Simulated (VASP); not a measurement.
```
BaTiO3
1.0
    3.97498     0.00000     0.00000
    0.00000     3.97498     0.00000
    0.00000     0.00000     3.97498
Ba Ti O
1 1 3
Direct
  0.00000   0.00000   0.00000
  0.50000   0.50000   0.50000
  0.50000   0.00000   0.50000
  0.00000   0.50000   0.50000
  0.50000   0.50000   0.00000
```

Calculation: TPSS meta-GGA, VASP's PBE PAW potentials (set 64) (plane waves; VASP). Settings: 520 eV cut-off, 6×6×6 Γ-centred mesh, Gaussian smearing of 0.050 eV, potentials Ba_sv Ti_sv O.

The job: BaTiO3 (cubic perovskite), 5 atoms, TPSS, static run, 520 eV, 6×6×6 Γ-centred mesh. Roughly how much core time does it take on a busy server core?

About 2 core-minutes (one run on a shared machine, a rough figure). It had 20 irreducible k-points, 24 bands, up to 1743 plane waves and 22 electronic steps.

The compound is BaTiO3 in the cubic perovskite structure, the ideal cubic form; the compound distorts at low or room temperature. This cell is one point of a volume scan, at 0.97 of the reference volume.
